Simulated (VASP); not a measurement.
Level of theory: PBEsol GGA, VASP's PBE PAW potentials (set 64) (plane waves; VASP).

VASP ran on this input.

**KPOINTS**
```
Automatic mesh
0
Gamma
8 8 8
0 0 0
```

**POSCAR**
```
CuI
1
   -0.0000000000     2.7557316177     2.7557316177
    2.7557316177     0.0000000000     2.7557316177
    2.7557316177     2.7557316177    -0.0000000000
Cu I
1 1
Direct
  0.0000000000   0.0000000000   0.0000000000
  0.2500000000   0.2500000000   0.2500000000
```

**INCAR**
```
ALGO = Normal   # blocked Davidson
EDIFFG = -0.02
ENCUT = 500
LCHARG = .False.
LREAL = .False.   # projection in real space or not
PREC = Accurate
EDIFF = 1E-6   # SCF stop (eV)
LWAVE = .False.
PSTRESS = 300   # kbar
ISMEAR = 0   # Gaussian
NELM = 100   # most electronic steps
NSW = 40
SIGMA = 0.05
GGA = PS
LMAXMIX = 4   # l cut-off of mixed one-centre charges
SYSTEM = CuI
IBRION = 2   # conjugate gradients
ISIF = 3   # ions, shape and volume
LASPH = .True.   # aspherical one-centre terms
```

POTCAR, in this order: Cu I (PBE.64 set). Program: vasp_std.

Energy and stress use the plane-wave basis of the starting cell. Unless said otherwise, spin-orbit coupling is left out, though it shifts the bands of the heavy elements here.

Predict the energy per atom (σ→0), volume per atom, band gap (on the k-mesh).

The energy per atom (σ→0) comes out as -2.697 eV/atom, the band gap (on the k-mesh) is 1.75 eV and the volume per atom is 19.64 Å^3/atom.

OSZICAR:
```
...
DAV:   1    -0.539638209674E+01    0.16970E-01   -0.27525E-02   799   0.474E+00    0.333E-01
DAV:   2    -0.539538299387E+01    0.99910E-03   -0.16531E-02   829   0.491E+00    0.147E-01
DAV:   3    -0.539469383475E+01    0.68916E-03   -0.33989E-03   819   0.234E+00    0.581E-02
DAV:   4    -0.539463161886E+01    0.62216E-04   -0.19079E-04   869   0.141E-01    0.182E-02
DAV:   5    -0.539462868152E+01    0.29373E-05   -0.86928E-06  1070   0.949E-02    0.138E-02
DAV:   6    -0.539462758371E+01    0.10978E-05   -0.11016E-06   392   0.177E-02    0.384E-03
DAV:   7    -0.539462747542E+01    0.10829E-06   -0.71670E-07   377   0.227E-02
   4 F= 0.19587467E+01 E0= 0.19587467E+01  d E =-.861638E-01
```

The structure was generated: CuI was put into the zinc blende type (F-43m), which need not be its known phase. This run relaxes it under an external pressure of 30 GPa. Symmetry was kept, so distortions that lower it aren't found.
